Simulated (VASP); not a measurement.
# Al2Cl: structure and properties in VASP, part 4 of 5

Wanted: the relaxed cell of Al2Cl and its properties. The cell is invented: other elements were put on sites of a known structure type. It may not be a known or stable phase.

VASP 6.6.1, plane waves and PAW; the level of theory is named at each step.

Still holding for the runs below: This run has no spin polarisation. Its electron count is odd, so without a moment it is a metal by construction. The k-mesh is coarse for a metal.

So far. Step 5 (Band structure (revTPSS + D4)): Of the bands kept, 2 cross the Fermi level on this path. Step 6 (Total and projected DOS (revTPSS + D4)): The finer mesh and the other smearing move the Fermi level by -0.06 eV from the 6×6×6 run, one measure of the sampling error in the zero of the bands above.

**7. Band structure (TB-mBJ)**

This step: TB-mBJ; plane waves and PAW (Al, Cl); invented cell (VASP 6.6.1).

Levels along the symmetry lines show where the bands peak and cross; KPOINTS_OPT computes them in the converged potential. TB-mBJ is a local potential fitted to gaps: it costs far less than a hybrid but gives no energy.

Contents of INCAR:

```
SYSTEM = Al2Cl
PREC = Accurate
ENCUT = 400
EDIFF = 1E-06
NELM = 150
ISMEAR = 0
SIGMA = 0.05
LREAL = .FALSE.
ALGO = Normal
METAGGA = MBJ
LASPH = .TRUE.
NBANDS = 19
LORBIT = 11
LWAVE = .FALSE.
LCHARG = .FALSE.
```

Contents of POSCAR:

```
Al2Cl
1.0
    0.0000000000      3.4802119082      3.4802119082
    3.4802119082      0.0000000000      3.4802119082
    3.4802119082      3.4802119082      0.0000000000
Al Cl
2 1
Direct
    0.2500000000      0.2500000000      0.2500000000
    0.7500000000      0.7500000000      0.7500000000
    0.0000000000      0.0000000000      0.0000000000
```

Contents of KPOINTS:

```
Automatic mesh
0
Gamma
6 6 6
0 0 0
```

Contents of KPOINTS_OPT:

```
Line mode
16
Line-mode
Reciprocal
  0.00000000   0.00000000   0.00000000 GAMMA
  0.50000000   0.00000000   0.50000000 X

  0.50000000   0.00000000   0.50000000 X
  0.50000000   0.25000000   0.75000000 W

  0.50000000   0.25000000   0.75000000 W
  0.37500000   0.37500000   0.75000000 K

  0.37500000   0.37500000   0.75000000 K
  0.00000000   0.00000000   0.00000000 GAMMA

  0.00000000   0.00000000   0.00000000 GAMMA
  0.50000000   0.50000000   0.50000000 L

  0.50000000   0.50000000   0.50000000 L
  0.62500000   0.25000000   0.62500000 U

  0.62500000   0.25000000   0.62500000 U
  0.50000000   0.25000000   0.75000000 W

  0.50000000   0.25000000   0.75000000 W
  0.50000000   0.50000000   0.50000000 L

  0.50000000   0.50000000   0.50000000 L
  0.37500000   0.37500000   0.75000000 K

  0.62500000   0.25000000   0.62500000 U
  0.50000000   0.00000000   0.50000000 X
```

Potentials, in the order of the species: Al and Cl (PBE family, release 64).

The run is started by

```
$ mpirun -np 1 vasp_std
```

The log of the run:

```text
[... set-up lines as in an earlier step ...]
 entering main loop
       N       E                     dE             d eps       ncg     rms          rms(c)
DAV:   1     0.121165542375E+03    0.12117E+03   -0.35739E+03   608   0.409E+02
DAV:   2     0.861159488356E+02   -0.35050E+02   -0.31232E+02   799   0.816E+01
DAV:   3     0.827004894025E+02   -0.34155E+01   -0.33903E+01   734   0.237E+01
DAV:   4     0.826706367222E+02   -0.29853E-01   -0.29847E-01   767   0.267E+00
DAV:   5     0.826701496215E+02   -0.48710E-03   -0.48709E-03   726   0.360E-01    0.114E+01
DAV:   6     0.843069715456E+02    0.16368E+01   -0.10960E+01   680   0.140E+01    0.113E+01
DAV:   7     0.844273118024E+02    0.12034E+00   -0.15108E+00   685   0.585E+00    0.848E+00
DAV:   8     0.850163510107E+02    0.58904E+00   -0.36914E-01   740   0.311E+00    0.309E+00
DAV:   9     0.851126559990E+02    0.96305E-01   -0.64113E-02   687   0.123E+00    0.300E+00
DAV:  10     0.852697777438E+02    0.15712E+00   -0.59432E-02   679   0.119E+00    0.164E+00
DAV:  11     0.851620865410E+02   -0.10769E+00   -0.14625E-02   695   0.575E-01    0.754E-01
DAV:  12     0.851839379010E+02    0.21851E-01   -0.34253E-03   685   0.278E-01    0.360E-01
DAV:  13     0.851667528495E+02   -0.17185E-01   -0.91239E-04   682   0.141E-01    0.908E-02
DAV:  14     0.851689674162E+02    0.22146E-02   -0.21159E-04   686   0.635E-02    0.978E-02
DAV:  15     0.851659650180E+02   -0.30024E-02   -0.53393E-05   723   0.427E-02    0.645E-02
DAV:  16     0.851637381198E+02   -0.22269E-02   -0.51405E-06   707   0.130E-02    0.451E-02
DAV:  17     0.851633719283E+02   -0.36619E-03   -0.42936E-06   747   0.105E-02    0.239E-02
DAV:  18     0.851625983245E+02   -0.77360E-03   -0.27751E-06   645   0.860E-03    0.103E-02
DAV:  19     0.851626257689E+02    0.27444E-04   -0.12745E-07   379   0.195E-03    0.723E-03
DAV:  20     0.851627837279E+02    0.15796E-03   -0.24728E-07   370   0.219E-03    0.317E-03
DAV:  21     0.851628197138E+02    0.35986E-04   -0.43055E-08   367   0.114E-03    0.196E-03
DAV:  22     0.851628560614E+02    0.36348E-04   -0.15210E-08   367   0.630E-04    0.169E-03
DAV:  23     0.851629055073E+02    0.49446E-04   -0.67630E-09   364   0.470E-04    0.904E-04
DAV:  24     0.851629502393E+02    0.44732E-04   -0.73809E-09   367   0.437E-04    0.483E-04
DAV:  25     0.851629632327E+02    0.12993E-04   -0.42180E-09   361   0.350E-04    0.353E-04
DAV:  26     0.851629788012E+02    0.15569E-04   -0.48330E-10   367   0.126E-04    0.183E-04
DAV:  27     0.851629742645E+02   -0.45368E-05   -0.20749E-10   358   0.832E-05    0.692E-05
DAV:  28     0.851629774569E+02    0.31924E-05   -0.63057E-11   358   0.427E-05    0.311E-05
DAV:  29     0.851629758727E+02   -0.15842E-05   -0.25098E-11   358   0.233E-05    0.578E-05
DAV:  30     0.851629785905E+02    0.27179E-05   -0.34826E-11   355   0.285E-05    0.380E-05
DAV:  31     0.851629792276E+02    0.63708E-06   -0.20531E-11   343   0.209E-05
   1 F= 0.85162979E+02 E0= 0.85163838E+02  d E =-.171826E-02
 Start KPOINTS_OPT (optional k-point list driver)
k-point batch [1-16\160]
       N       E                     dE             ncg
DAV:   1    -0.102915664432E+03   -0.32242E+04      608
DAV:   2    -0.569914928540E+03   -0.46700E+03      811
DAV:   3    -0.610860242146E+03   -0.40945E+02      674
DAV:   4    -0.611228786366E+03   -0.36854E+00      756
DAV:   5    -0.611237571416E+03   -0.87851E-02      709
DAV:   6    -0.611237898199E+03   -0.32678E-03      796
DAV:   7    -0.611237906724E+03   -0.85251E-05      669
DAV:   8    -0.611237907045E+03   -0.32041E-06      543
[...]
k-point batch [145-160\160]
       N       E                     dE             ncg
DAV:   1    -0.154019000148E+03   -0.53629E+04      608
DAV:   2    -0.579432962884E+03   -0.42541E+03      777
DAV:   3    -0.616670177126E+03   -0.37237E+02      753
DAV:   4    -0.617070976017E+03   -0.40080E+00      829
DAV:   5    -0.617080986078E+03   -0.10010E-01      747
DAV:   6    -0.617081389149E+03   -0.40307E-03      917
DAV:   7    -0.617081399664E+03   -0.10515E-04      696
DAV:   8    -0.617081400107E+03   -0.44317E-06      725
```

It took 43 s on 1 MPI rank of Intel Xeon 6975P-C (Granite Rapids), shared host; peak memory 0.2 GiB.

From OUTCAR (step 7):

```text
   NELECT =      13.0000    total number of electrons

 E-fermi :   3.4788

 k-point     1 :       0.0000    0.0000    0.0000
  band No.  band energies     occupation
    ...
      2      -2.3478      2.00000
      3      -1.8677      2.00000
      4      -1.8677      2.00000
      5      -1.8676      2.00000
      6       2.5319      2.00000
      7       3.7249      0.00000
      8       3.7249      0.00000
      9       3.7249      0.00000
     10       7.6843      0.00000
     11       7.6844      0.00000
    ...

  Total       25.5540564     25.5540564     25.5540564      0.0000000      0.0000000     -0.0000000
  in kB      485.6499743    485.6499743    485.6499743      0.0000000      0.0000000     -0.0000000
  external PRESSURE =     485.6499743 kB  Pullay stress =       0.0000000 kB

 POSITION                                       TOTAL-FORCE (eV/Angst)
 -----------------------------------------------------------------------------------
      1.74011      1.74011      1.74011         0.000000      0.000000      0.000000
      5.22032      5.22032      5.22032        -0.000000     -0.000000     -0.000000
      0.00000      0.00000      0.00000         0.000000      0.000000     -0.000000
 -----------------------------------------------------------------------------------
    total drift:                                0.000000     -0.000000      0.000000

  FREE ENERGIE OF THE ION-ELECTRON SYSTEM (eV)
  ---------------------------------------------------
  free  energy   TOTEN  =        85.1629792276 eV

  energy  without entropy=       85.1646974847  energy(sigma->0) =       85.16383836

[... 8 parts as in an earlier step ...]

[... 9 further parts left out ...]
```

This functional is a potential without an energy, so its energies, forces and stress mean nothing and are not read.

Numbers from this step:

```yaml
scf_cycles: 31
irreducible_k_points: 16
fermi_energy: 3.479 eV
```

Electronic bands along the path, in eV, zero at the Fermi level; # counts the bands kept, so #1 is VASP's band 2:

| point | #3 | #4 | #5 | #6 | #7 | #8 | #9 | #10 |
| --- | --- | --- | --- | --- | --- | --- | --- | --- |
| Γ | -5.35 | -5.35 | -0.95 | 0.25 | 0.25 | 0.25 | 4.21 | 4.21 |
| 0.47 of the way | -5.58 | -3.75 | -2.51 | 0.71 | 0.71 | 0.93 | 2.96 | 5.06 |
| X | -5.84 | -3.33 | -1.67 | -1.52 | 1.52 | 1.52 | 4.54 | 4.81 |
| 0.53 of the way | -5.87 | -2.88 | -1.72 | -1.27 | 0.73 | 1.79 | 3.71 | 4.93 |
| W | -5.90 | -2.21 | -2.21 | -0.46 | -0.31 | 2.53 | 2.53 | 5.07 |
| 0.47 of the way | -5.84 | -2.61 | -1.94 | -0.79 | 0.26 | 2.00 | 3.00 | 4.96 |
| K | -5.74 | -2.88 | -1.82 | -0.92 | 0.87 | 1.47 | 3.31 | 4.70 |
| 0.53 of the way | -5.43 | -3.86 | -2.26 | 0.30 | 0.93 | 2.08 | 2.65 | 2.71 |
| Γ | -5.35 | -5.35 | -0.95 | 0.25 | 0.25 | 0.25 | 4.21 | 4.21 |
| 0.47 of the way | -5.43 | -4.36 | -2.01 | 0.57 | 0.57 | 1.85 | 2.98 | 2.98 |
| L | -5.53 | -4.32 | -1.52 | 0.75 | 0.75 | 1.90 | 3.06 | 3.06 |
| 0.47 of the way | -5.60 | -3.52 | -1.77 | -0.02 | 1.05 | 1.58 | 2.95 | 3.38 |
| U | -5.74 | -2.88 | -1.82 | -0.92 | 0.87 | 1.47 | 3.31 | 4.70 |
| 0.47 of the way | -5.82 | -2.66 | -1.91 | -0.82 | 0.36 | 1.92 | 3.06 | 4.92 |
| W | -5.90 | -2.21 | -2.21 | -0.46 | -0.31 | 2.53 | 2.53 | 5.07 |
| 0.47 of the way | -5.68 | -3.13 | -1.91 | -0.19 | 0.69 | 1.76 | 2.71 | 4.18 |
| L | -5.53 | -4.32 | -1.52 | 0.75 | 0.75 | 1.90 | 3.06 | 3.06 |
| 0.47 of the way | -5.60 | -3.52 | -1.77 | -0.02 | 1.05 | 1.58 | 2.95 | 3.38 |
| K | -5.74 | -2.88 | -1.82 | -0.92 | 0.87 | 1.47 | 3.31 | 4.70 |
| jump to U | -5.74 | -2.88 | -1.82 | -0.92 | 0.87 | 1.47 | 3.31 | 4.70 |
| 0.53 of the way | -5.81 | -3.16 | -1.59 | -1.50 | 1.28 | 1.50 | 4.32 | 4.79 |
| X | -5.84 | -3.33 | -1.67 | -1.52 | 1.52 | 1.52 | 4.54 | 4.81 |

Of the projections kept (Al, Cl), the largest for each band there; the rest of the weight can lie on other orbitals:

| point | #3 | #4 | #5 | #6 | #7 | #8 | #9 | #10 |
| --- | --- | --- | --- | --- | --- | --- | --- | --- |
| Γ | Cl 0.99 | Cl 0.99 | Al 1.00 | Al 1.00 | Al 1.00 | Al 1.00 | Al 1.00 | Al 1.00 |
| X | Cl 0.96 | Al 1.00 | Al 0.80 | Cl 0.71 | Cl 0.55 | Cl 0.55 | Cl 0.55 | Al 1.00 |
| W | Cl 0.95 | Cl 0.57 | Cl 0.57 | Cl 0.65 | Al 0.77 | Al 0.67 | Al 0.67 | Al 1.00 |
| K | Cl 0.96 | Al 0.63 | Cl 0.65 | Al 0.50 | Al 0.64 | Al 0.50 | Al 1.00 | Al 0.86 |
| Γ | Cl 0.99 | Cl 0.99 | Al 1.00 | Al 1.00 | Al 1.00 | Al 1.00 | Al 1.00 | Al 1.00 |
| L | Cl 0.98 | Al 0.88 | Cl 0.69 | Al 1.00 | Al 1.00 | Al 0.90 | Al 0.65 | Al 0.65 |

There is no gap at this level.

(Continued in part 5 of 5.)

[Lines on the potential files, build, host, timing and source positions are cut from VASP's logs without a mark.]

[Logs are printed without paths, hosts, clocks, repeated set-up lines and the standing remarks that a program may print on its own settings, such as how far it seeks lower states.]

[Hosts, paths, dates, database ids (printed as entryN), source tags and the programs' standing remarks are cut or masked in the printed files.]

[A measured line is paired with the nearest computed mode of its activity, which favours agreement.]
